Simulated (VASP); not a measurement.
Given:

```
CdS
1.0
    0.00000     2.99776     2.99776
    2.99776     0.00000     2.99776
    2.99776     2.99776     0.00000
Cd S
1 1
Direct
  0.00000   0.00000   0.00000
  0.25000   0.25000   0.25000
```

Calculation: PBE GGA, VASP's PBE PAW potentials (set 64) (plane waves; VASP 6.6.1). Numerical set-up: 520 eV cut-off, 8×8×8 Γ-centred mesh, Gaussian smearing of 0.050 eV, potentials Cd S.

Task: Give the stress tensor in GPa (positive for a compressed cell).

Result: 
```
-1.46   0.00   0.00
 0.00  -1.46   0.00
 0.00   0.00  -1.46
```
The pressure is its mean diagonal, -1.46 GPa.

The compound is CdS in the zinc blende structure, a metastable form; wurtzite is the usual one. This cell is one point of a volume scan, at 1.03 of the reference volume.
